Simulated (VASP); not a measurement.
Given:

```
AgI
1.0
    2.29500    -3.97506     0.00000
    2.29500     3.97506     0.00000
    0.00000     0.00000     7.51000
Ag I
2 2
Direct
  0.66667   0.33333   0.50000
  0.33333   0.66667   0.00000
  0.66667   0.33333   0.87500
  0.33333   0.66667   0.37500
```

These are PBE GGA with D3 dispersion (Becke-Johnson damping), VASP's PBE PAW potentials (set 64) (plane waves; VASP 6.6.1) values and carry that method's errors. Run with 520 eV cut-off, 6×6×4 Γ-centred mesh, tetrahedra with Blöchl corrections, potentials Ag I.

The cores are frozen, which limits the accuracy of field gradients.

**Question.** Give the principal components of the electric field gradient (V/Å²) and the asymmetry η at each nucleus.

**Answer.** 
```
atom   Vxx   Vyy  Vzz     η
----  ----  ----  ---  ----
Ag1   -0.5  -0.5  1.0  0.00
Ag2   -0.5  -0.5  1.0  0.00
I3    -2.1  -2.1  4.1  0.00
I4    -2.1  -2.1  4.1  0.00
```

The compound is AgI in the wurtzite structure. The cell was not relaxed at this level.
